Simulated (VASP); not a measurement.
SrTiO3 (Tausonite):

```
Sr Ti O
1.0
     3.89475    0.00000    0.00000
     0.00000    3.89475    0.00000
     0.00000    0.00000    3.89475
Sr Ti O
1 1 3
Direct
  0.50000 0.50000 0.50000
  0.00000 0.00000 0.00000
  0.50000 0.00000 0.00000
  0.00000 0.50000 0.00000
  0.00000 0.00000 0.50000
```

Base run:

| Property | Result |
| --- | --- |
| Program | VASP 6.6.1 |
| Functional | TB-mBJ |
| Potentials or basis | VASP PAW PBE potentials, release 64 (Sr_sv, Ti_sv, O) |
| Cutoff | 520 eV |
| k mesh | 8 × 8 × 8 |
| Occupations | gaussian, width 0.03 eV |
| Spin | no spin polarisation |

Its results: band gap on the k mesh 2.85 eV, indirect (least direct gap 3.26 eV).

The run is repeated on the same cell with these changes: functional from TB-mBJ to LDA; potentials or basis from VASP PAW PBE potentials, release 64 (Sr_sv, Ti_sv, O) to VASP PAW LDA potentials, release 64 (Sr_sv, Ti_sv, O). What comes out?

Band gap on the k mesh 1.76 eV, indirect (least direct gap 2.12 eV).
